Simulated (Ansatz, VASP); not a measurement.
# AgIr (AgIr in the L10 ordering) in two plane-wave programs

One calculation is typed for both programs; each brings its own data sets. How far apart do they land? The cell is generated by rule, not measured, and may not be a known phase. Of the first pair: The cell is taken from a series of runs on this material, whose earlier steps may have relaxed, scaled, displaced or heated it; both programs get it as it stands.

Calculated with Ansatz 0.2.0; plane waves, with VASP 6.6.1 beside it; relaxation of cell and atoms at PBE.

### Step 1. The structure

Symmetry: P4/mmm, No. 123, tetragonal system. Conventional cell: a = 2.689 Å, b = 2.689 Å, c = 4.446 Å, α = 90.00°, β = 90.00°, γ = 90.00°. Nearest to Ag lie 4 Ag at 2.69 Å and 8 Ir at 2.93 Å. Nearest to Ir lie 4 Ir at 2.69 Å and 8 Ag at 2.93 Å. Farther neighbours are not listed.

### Step 2. Ansatz: relaxation of cell and atoms, PBE, pair 1

Ansatz runs on its default PAW (the set named soft_2) files.

The relaxed volume is the usual yardstick between codes: in a stiff, nearly cubic crystal its relative difference is about their pressure difference at one cell divided by the bulk modulus.

Input file input.yaml:

```yaml
crystal:
  lattice:
    - [2.6893974812, 0.0, 0.0]
    - [0.0, 2.6893974812, 0.0]
    - [0.0, 0.0, 4.4464780725]
  atoms:
    - { symbol: Ag, position: [0.0, 0.0, 0.0] }
    - { symbol: Ir, position: [0.5, 0.5, 0.5] }
kpoints:
  mp_grid: { grid: [12, 12, 8] }
hamiltonian:
  xc: pbe
scf:
  occupations: { method: methfessel_paxton, width: 0.2 }
output:
  forces: true
  stress: true
  eigenvalues: true
relax:
  adjacent_minimum: "off"
  f_tol: 0.001
  max_steps: 60
  cell: { stress_tol: 0.01 }
```

On the command line:

```console
$ ansatz run input.yaml --threads 4 --pin off --max-ram 8192MiB --backend cpu --events-out ev --progress --plain --runs-dir out
```

Numbers of over 12 decimals in the logs are rounded to 6 here.

The program printed:

```text
Engine: ansatz 0.2.0, aarch64-unknown-linux-gnu
Pseudopotentials: kind: paw
Pseudopotential: Ag, paw, valence charge 19, recommended cutoff 420 eV (normal), Ag.paw.azcp
Pseudopotential: Ir, paw, valence charge 17, recommended cutoff 420 eV (normal), Ir.paw.azcp
Functional definition: PBE
  parameter kappa = 0.804
  parameter beta = 0.066725
  exchange = pbe_x(kappa = kappa, mu = beta*pi^2/3)
  correlation = pbe_c(beta = beta)
Crystal: 2 atoms, lattice volume = 32.161 Å³
Basis set: ecut = 420 eV, 635 PW (Γ), exchange–correlation on 36×36×60 points (8 copies of the dense FFT grid, shifted against one another)
Bands: 22, of which v1, the nominal top of the filled ones, is band 18 counted from 1 (17 counted from 0)
Symmetry: 16 space group operations
Space group: P4/mmm (ITA 123), of the structure as read, at distance tolerance 3.2e-5 Å
k-points: 140 of 1152
Non-local potential: Ag, projectors of the file, l = 0: 3, l = 1: 2, l = 2: 2, l = 3: 1
Non-local potential: Ir, projectors of the file, l = 0: 3, l = 1: 2, l = 2: 2, l = 3: 1
PAW form: soft (Blöchl's): semilocal exchange-correlation on the pseudo side does not see the compensation charge
PAW one-centre angular grid: Ag, 590 points (default); XC on 64 Gauss nodes
PAW one-centre angular grid: Ir, 590 points (default); XC on 64 Gauss nodes
Initial density: superposition of atomic densities (neutral atoms: chi_scale 0, normalization atom), corrected by the library's trained network
Initial wavefunctions: pseudopotential atomic-orbital guess
Functional: x = pbe(κ = 0.804, μ = 0.219515), c = pbe(β = 0.066725)
SCF iter   1: F=—  HF=-19524.725702 eV  |F-HF|=—  |Δ(HF+E_count)|=         —  Δρ=7.19e-3  dr2=2.59e-2  ethr=1.77e-3  ⟨swp⟩=4.0  Hψ=11168  notcnv=0
preconditioner: auto → Kerker (q_TF=auto, 2.780 Å⁻¹)  [metal: Δε(μ)=0.006 eV  Ē_g=9.082 eV  σ=0.200 eV  W_gap=0.03  n_scr=14 (ndim 8)  ℏωp=29.3 eV  f_vac=0.000  D(μ)=3.40/eV (n_scr^D=46)]
SCF iter   2: F=—  HF=-19524.722718 eV  |F-HF|=—  |Δ(HF+E_count)|=   2.98e-3  S|Δr|=    0.00e0  Δρ=3.47e-3  dr2=5.24e-3  ethr=7.20e-5  ⟨swp⟩=1.0  Hψ=4201  notcnv=0
SCF iter   3: F=—  HF=-19524.721752 eV  |F-HF|=—  |Δ(HF+E_count)|=   9.66e-4  S|Δr|=    0.00e0  Δρ=1.29e-3  dr2=1.21e-3  ethr=1.46e-5  ⟨swp⟩=1.1  Hψ=3133  notcnv=0
SCF iter   4: F=—  HF=-19524.721498 eV  |F-HF|=—  |Δ(HF+E_count)|=   2.54e-4  S|Δr|=    0.00e0  Δρ=5.06e-4  dr2=1.28e-4  ethr=3.36e-6  ⟨swp⟩=1.3  Hψ=3128  notcnv=0
SCF iter   5: F=—  HF=-19524.721462 eV  |F-HF|=—  |Δ(HF+E_count)|=   3.54e-5  S|Δr|=    0.00e0  Δρ=1.53e-4  dr2=8.39e-6  ethr=3.57e-7  ⟨swp⟩=2.0  Hψ=4240  notcnv=0
SCF iter   6: F=—  HF=-19524.721376 eV  |F-HF|=—  |Δ(HF+E_count)|=   8.69e-5  S|Δr|=    0.00e0  Δρ=3.21e-5  dr2=2.86e-7  ethr=2.33e-8  ⟨swp⟩=2.4  Hψ=4828  notcnv=0
SCF iter   7: F=-19524.721376 eV  HF=-19524.721376 eV  |F-HF|=6.28e-9  |Δ(HF+E_count)|=   1.95e-8  S|Δr|=    0.00e0  Δρ=7.38e-6  dr2=1.77e-8  ethr=2.78e-10  ⟨swp⟩=5.0  Hψ=11624  notcnv=0
SCF 1 converged in 7 iterations: F = -19524.721376 eV  dr2 = 1.77e-8
  greatest PAW one-centre occupation: 1.000 electrons in one spin orbital (limit 2), on the Ag atom at site 0 (counted from 0), in its partial waves of l = 0
relax step   1: F+E_penalty+E_count = -19524.72137561 eV  Δ(F+E_penalty+E_count) = +0.000e0 eV  max|allowed force component| = 1.282e-29 eV/Å  Δτ_max = 0.0000 Å  P = -0.136 GPa  Ω = 32.161 Å³  (7 SCF iters, dr2 threshold 1.00e-7 eV, accepted)
[...]
relax step   3: F+E_penalty+E_count = -19524.72150571 eV  Δ(F+E_penalty+E_count) = +5.188e-4 eV  max|allowed force component| = 1.893e-29 eV/Å  Δτ_max = 0.0000 Å  P = -0.872 GPa  Ω = 32.211 Å³  energy of the carried Pulay correction = -3.913e-5 eV  (4 SCF iters, dr2 threshold 2.00e-7 eV, rejected (line search))
[...]
relax step   4: F+E_penalty+E_count = -19524.72209141 eV  Δ(F+E_penalty+E_count) = -6.694e-5 eV  max|allowed force component| = 5.128e-29 eV/Å  Δτ_max = 0.0000 Å  P = -0.006 GPa  Ω = 32.082 Å³  energy of the carried Pulay correction = +2.356e-5 eV  (9 SCF iters, accepted)
[...]
relax step   5: F+E_penalty+E_count = -19524.72205145 eV  Δ(F+E_penalty+E_count) = +3.996e-5 eV  max|allowed force component| = 3.905e-29 eV/Å  Δτ_max = 0.0000 Å  P = -0.004 GPa  Ω = 32.082 Å³  stress off target by 9.07e-3 GPa  SCF on the basis re-selected at this cell (its energy is not comparable with the rows above)  (6 SCF iters)
basis re-selected at this cell: Δ(F+E_penalty+E_count) = +3.996e-5 eV, ΔP = +0.001 GPa vs the last step (what re-selecting the basis moved, of the pressure what is left beyond the Pulay correction that the steps carried, after the strain that the cell walked since its last selection, with what the two solves' SCF thresholds leave and, on support functions, any second-order correction that the steps lacked; it is no measure of the basis error at this ecutwfc). The dense FFT grid was sized anew with the basis: this SCF ran on 20×20×30 points, the steps before it on 18×18×30, so part of this shift can come from that change (see relax.cell in the input reference). [rest of the remark cut]
SCF converged after 6 iterations
Stability not checked: this state was not tested for a lower state beside it, because cold or Methfessel-Paxton smearing, or corrected tetrahedra, fill the levels in a way that the test cannot read (fill_not_monotonic; see scf.lower_state_search)
Free energy (F): -19524.722051 eV
Harris-Foulkes:  -19524.722051 eV  (|F-HF|=3.64e-12)
Internal energy: -19524.717232 eV  (E = F + TS)
E sigma→0 (E₀):  -19524.720847 eV
Entropy (-TS):   -0.004819 eV (-2.410 meV/atom)
Fermi energy:    20.040383 eV
--- Per-component energies (eV) ---
  E_band       = -342.862904
  E_kinetic    = 1148.935992
  E_local      = -3338.648091  (includes V_loc(G=0)·N_el)
  E_nonlocal   = 153.417012
  E_hartree    = 1434.722896
  E_xc         = -451.923662
  E_vxc        = -533.780203  (∫ρ·V_xc dr)
  E_paw        = -13124.848657  (= ΣΔE_a)
  E_vpaw       = -642.233770  (= ΣTr[D̂ρ^β])
  E_aug_tail   = 0.000376  (compensation charges beyond the density's cutoff)
  E_ewald      = -5346.373097
  E_smearing   = -0.004819  (= −TS)
  E_closure    = 0.000000  (closes the sum)
  Σ components = -19524.722051   (vs F -19524.722051, Δ=0.00e0)
--- Forces (eV/Å), atoms counted from 1 ---
  atom   1  Ag    -0.00000000    -0.00000000     0.00000000
  atom   2  Ir     0.00000000     0.00000000     0.00000000
  max |Σ_I F_I| component: 7.34e-29 eV/Å
--- Stress (GPa, compression-positive) ---
       -0.009070       0.000000       0.000000
        0.000000      -0.009070       0.000000
        0.000000       0.000000       0.005014
  P = ⅓ Tr σ = -0.0044 GPa (-0.044 kbar)
--- Band table (eV; the first three rows and the last of 140) ---
  k-point 0: bands = [... 14 lower, 17.0467, 17.0619, 20.3253, 20.3253, 20.4452, 21.0774, 26.4136, 33.1565]
  k-point 1: bands = [... 14 lower, 16.9335, 17.0645, 19.7794, 20.2318, 20.2318, 21.0724, 27.3516, 33.4543]
  k-point 2: bands = [... 14 lower, 16.5933, 17.0708, 18.5679, 20.0049, 20.0049, 21.0602, 29.4177, 34.2953]
  k-point 139: bands = [... 14 lower, 16.6696, 17.9351, 19.2235, 22.7223, 27.1855, 27.1855, 27.8547, 27.8547]
--- Relaxed structure (4 steps of the walk, 3 accepted, 1 SCFs on fresh bases) ---
  F+E_penalty+E_count = -19524.72205145 eV   max|allowed force component| = 3.905e-29 eV/Å   (the final SCF, on the basis selected at the relaxed cell)
  cell:  # Å, volume = 32.0821 Å³
    - [2.696551, 0, 0.0]
    - [0, 2.696551, 0.0]
    - [0.0, 0.0, 4.412110]
  atoms:
    - { symbol: Ag, position: [0, 0, 0.0] }
    - { symbol: Ir, position: [0.500000, 0.500000, 0.500000] }
```

In the SCF lines HF is the Harris–Foulkes energy and dr2 the Hartree energy of the density residual, in eV; the loop may stop once dr2 is under the threshold and the program's other checks hold. Hψ counts applications of the Hamiltonian.

### Step 3. VASP: relaxation of cell and atoms, PBE, pair 1

The same cell, functional, mesh and smearing now go to VASP, with its own data sets.

Lines of VASP's logs that name or quote its potential files are left out, and so is its time.

Input file INCAR:

```
SYSTEM = AgIr
PREC = Accurate
ENCUT = 500
EDIFF = 1E-07
NELM = 120
ISMEAR = 1
SIGMA = 0.2
LREAL = .FALSE.
ALGO = Normal
GGA = PE
NBANDS = 16
LASPH = .TRUE.
LORBIT = 11
LWAVE = .FALSE.
LCHARG = .FALSE.
ISIF = 3
IBRION = 2
NSW = 80
EDIFFG = -0.005
GGA_COMPAT = .FALSE.
NELMIN = 4
KPAR = 2
```

Input file POSCAR:

```
AgIr
1.0
    2.6893970000      0.0000000000      0.0000000000
    0.0000000000      2.6893970000      0.0000000000
    0.0000000000      0.0000000000      4.4464780000
Ag Ir
1 1
Direct
    0.0000000000      0.0000000000      0.0000000000
    0.5000001859      0.5000001859      0.5000000000
```

Input file KPOINTS:

```
Automatic mesh
0
Gamma
12 12 8
0 0 0
```

PAW data sets: Ag and Ir (PBE family, release 64).

On the command line:

```console
$ mpirun -np 2 vasp_std
```

The program printed:

```text
[banner, memory and clock lines left out]
running    2 mpi-ranks, on    1 nodes
 distrk:  each k-point on    1 cores,    2 groups
 distr:  one band on    1 cores,    1 groups

 POSCAR found type information on POSCAR AgIr
 POSCAR found :  2 types and       2 ions
 LDA part: xc-table for (Slater+PW92), standard interpolation
 POSCAR, INCAR and KPOINTS ok, starting setup
 FFT: planning ... GRIDC
 FFT: planning ... GRID_SOFT
 FFT: planning ... GRID
 WAVECAR not read
 entering main loop
       N       E                     dE             d eps       ncg     rms          rms(c)
DAV:   1     0.126506369181E+03    0.12651E+03   -0.96374E+03  4496   0.118E+03
DAV:   2    -0.873531148340E+01   -0.13524E+03   -0.12706E+03  4560   0.289E+02
DAV:   3    -0.112009189724E+02   -0.24656E+01   -0.24477E+01  5896   0.457E+01
DAV:   4    -0.112190750603E+02   -0.18156E-01   -0.18154E-01  4984   0.358E+00
DAV:   5    -0.112195327804E+02   -0.45772E-03   -0.45772E-03  5992   0.587E-01    0.123E+01
DAV:   6    -0.105369280866E+02    0.68260E+00   -0.17537E+00  5376   0.183E+01    0.742E+00
DAV:   7    -0.104893621385E+02    0.47566E-01   -0.50349E-01  5608   0.104E+01    0.306E+00
DAV:   8    -0.104504113662E+02    0.38951E-01   -0.14176E-01  5424   0.678E+00    0.184E+00
DAV:   9    -0.104460733788E+02    0.43380E-02   -0.97563E-03  5152   0.135E+00    0.929E-02
DAV:  10    -0.104459815061E+02    0.91873E-04   -0.46298E-04  6368   0.287E-01    0.438E-02
DAV:  11    -0.104459782151E+02    0.32910E-05   -0.49268E-05  5536   0.950E-02    0.115E-02
DAV:  12    -0.104459788278E+02   -0.61268E-06   -0.16081E-06  6104   0.156E-02    0.302E-03
DAV:  13    -0.104459790179E+02   -0.19009E-06   -0.12747E-07  3992   0.376E-03    0.428E-04
DAV:  14    -0.104459790333E+02   -0.15435E-07   -0.95716E-09  2952   0.104E-03
   1 F= -.10445979E+02 E0= -.10444433E+02  d E =-.104460E+02
[...]
2 F= -.10446423E+02 E0= -.10444845E+02  d E =-.443772E-03
[...]
3 F= -.10446506E+02 E0= -.10444910E+02  d E =-.526732E-03
[...]
4 F= -.10446577E+02 E0= -.10444938E+02  d E =-.709370E-04
 trial-energy change:   -0.000071  1 .order   -0.000078   -0.000407    0.000251
 step:   0.4821(harm=  0.4946)  dis= 0.00000  next Energy=   -10.446627 (dE=-0.121E-03)
 bond charge predicted
       N       E                     dE             d eps       ncg     rms          rms(c)
DAV:   1    -0.104470505551E+02   -0.47379E-03   -0.15454E-02  4936   0.114E+00    0.137E-01
DAV:   2    -0.104466759881E+02    0.37457E-03   -0.76579E-04  5216   0.356E-01    0.589E-02
DAV:   3    -0.104466372312E+02    0.38757E-04   -0.72237E-05  5536   0.110E-01    0.265E-02
DAV:   4    -0.104466287793E+02    0.84519E-05   -0.22383E-05  5416   0.771E-02    0.206E-02
DAV:   5    -0.104466271288E+02    0.16505E-05   -0.69511E-06  4880   0.294E-02    0.496E-03
DAV:   6    -0.104466272787E+02   -0.14986E-06   -0.40951E-07  5488   0.587E-03    0.191E-03
DAV:   7    -0.104466273132E+02   -0.34522E-07   -0.25754E-08  2480   0.193E-03
   5 F= -.10446627E+02 E0= -.10445007E+02  d E =-.121548E-03
 curvature:  -0.43 expect dE=-0.588E-06 dE for cont linesearch -0.311E-07
 trial: gam= 0.02622 g(F)=  0.369E-59 g(S)=  0.137E-05 ort = 0.801E-05 (trialstep = 0.736E+00)
 search vector abs. value=  0.240E-05
 reached required accuracy - stopping structural energy minimisation
```

Parts of OUTCAR (step 3):

```text
ion  position               nearest neighbor table
   1  0.000  0.000  0.000-   2 2.93   2 2.93   2 2.93   2 2.93   2 2.93   2 2.93   2 2.93   2 2.93

  LATTYP: Found a simple tetragonal cell.
 ALAT       =     2.6893970000
 C/A-ratio  =     1.6533364170

 Subroutine GETGRP returns: Found 16 space group operations
 (whereof 16 operations were pure point group operations)

The static configuration has the point symmetry D_4h.

 Found    140 irreducible k-points:

   k-points           NKPTS =    140   k-points in BZ     NKDIM =    140   number of bands    NBANDS=     16

   dimension x,y,z NGX =    20 NGY =   20 NGZ =   32
   dimension x,y,z NGXF=    40 NGYF=   40 NGZF=   64

   ENCUT  =  500.0 eV  36.75 Ry    6.06 a.u.   4.90  4.90  8.11*2*pi/ulx,y,z

   NELECT =      20.0000    total number of electrons

 k-points in reciprocal lattice and weights: Automatic mesh
   0.00000000  0.00000000  0.00000000       0.001
   0.08333333  0.00000000  0.00000000       0.003
   0.16666667  0.00000000  0.00000000       0.003
   0.25000000  0.00000000  0.00000000       0.003
   0.33333333  0.00000000  0.00000000       0.003
   0.41666667  0.00000000  0.00000000       0.003
   0.50000000  0.00000000  0.00000000       0.002
   0.08333333  0.08333333  0.00000000       0.003
   0.16666667  0.08333333  0.00000000       0.007
[...]
0.50000000  0.41666667  0.50000000       0.003
   0.50000000  0.50000000  0.50000000       0.001

 average (electrostatic) potential at core
       1 -70.7145       2 -49.5671

 E-fermi :   8.4636

 k-point     1 :       0.0000    0.0000    0.0000
  band No.  band energies     occupation
    ...
      4       4.0763      2.00000
      5       4.5498      2.00000
      6       4.5498      2.00000
      7       5.4687      2.00000
      8       5.4719      2.00000
      9       8.7459     -0.06269
     10       8.7459     -0.06269
     11       8.8904     -0.01013
     12       9.4909     -0.00000
     13      14.8254      0.00000
    ...

 k-point     2 :       0.0833    0.0000    0.0000
  band No.  band energies     occupation
    ...
      5       4.4253      2.00000
      6       4.5787      2.00000
      7       5.3960      2.00000
      8       5.5356      2.00000
      9       7.6058      2.00000
     10       8.7350     -0.06643
     11       9.3082     -0.00000
     12      10.1755     -0.00000
     13      14.7905      0.00000
     14      20.7078      0.00000
    ...

 k-point     3 :       0.1667    0.0000    0.0000
  band No.  band energies     occupation
    ...
      5       4.4833      2.00000
      6       4.6594      2.00000
      7       5.1946      2.00000
      8       5.8107      2.00000
      9       6.5546      2.00000
     10       8.7036     -0.07072
     11       8.8441     -0.02163
     12      11.6635     -0.00000
     13      14.6961      0.00000
     14      18.6986      0.00000
    ...

  Total       -0.0014150     -0.0014150     -0.0072639      0.0000000     -0.0000000      0.0000000
  in kB       -0.0706661     -0.0706661     -0.3627658      0.0000000     -0.0000000      0.0000000
  external PRESSURE =      -0.1680327 kB  Pullay stress =       0.0000000 kB

  energy-cutoff  :      500.00
  volume of cell :       32.08
      direct lattice vectors                 reciprocal lattice vectors
     2.695772376  0.000000000  0.000000000     0.370951201  0.000000000 -0.000000000
     0.000000000  2.695772376  0.000000000     0.000000000  0.370951201 -0.000000000
     0.000000000  0.000000000  4.414562015    -0.000000000 -0.000000000  0.226523038

 POSITION                                       TOTAL-FORCE (eV/Angst)
 -----------------------------------------------------------------------------------
      0.00000      0.00000      0.00000        -0.000000     -0.000000      0.000000
      1.34789      1.34789      2.20728         0.000000      0.000000      0.000000
 -----------------------------------------------------------------------------------
    total drift:                               -0.000038     -0.000038      0.000000

  FREE ENERGIE OF THE ION-ELECTRON SYSTEM (eV)
  ---------------------------------------------------
  free  energy   TOTEN  =       -10.4466273132 eV

  energy  without entropy=      -10.4417664753  energy(sigma->0) =      -10.44500703

 reached required accuracy - stopping structural energy minimisation

 total charge
# of ion       s       p       d       tot
------------------------------------------
    1        0.419   0.399   9.131   9.949
    2        0.623   0.463   6.969   8.055
--------------------------------------------------
tot          1.042   0.861  16.101  18.003

[... 3 further parts left out ...]
```

CONTCAR:

```
AgIr
   1.00000000000000
     2.6957723756581884    0.0000000000000000    0.0000000000000000
     0.0000000000000000    2.6957723756581884    0.0000000000000000
     0.0000000000000000    0.0000000000000000    4.4145620146852371
  Ag              Ir
     1     1
Direct
     0.0000000000000000    0.0000000000000000    0.0000000000000000
     0.5000001858999994    0.5000001858999994    0.5000000000000000
```

The run keeps the 16 symmetry operations of its start, so it cannot find a distortion of lower symmetry.

### Step 4. Differences

Known differences besides the potentials themselves: the data sets hold 36 valence electrons in Ansatz (on its default PAW (the set named soft_2) files) and 20 in VASP; the cutoff is 420 eV in Ansatz and 500 eV in VASP; Ansatz adds a Pulay correction to the stress that steers its cell, VASP none. Total energies have different zeros and are not compared.

Both answers:

```
                                         quantity  Ansatz   VASP  difference
                                      volume (Å³)   32.08  32.08     +0.00 %
edge a after relaxation, in the typed setting (Å)   2.697  2.696     +0.03 %
edge c after relaxation, in the typed setting (Å)   4.412  4.415     -0.06 %
```

(Part 1 of 2 ends here.)

[Lines on the potential files, build, host, timing and source positions are cut from VASP's logs without a mark.]

[Logs are printed without paths, hosts, clocks, repeated set-up lines and the standing remarks that a program may print on its own settings, such as how far it seeks lower states.]

[Hosts, paths, dates, database ids (printed as entryN), source tags and the programs' standing remarks are cut or masked in the printed files.]
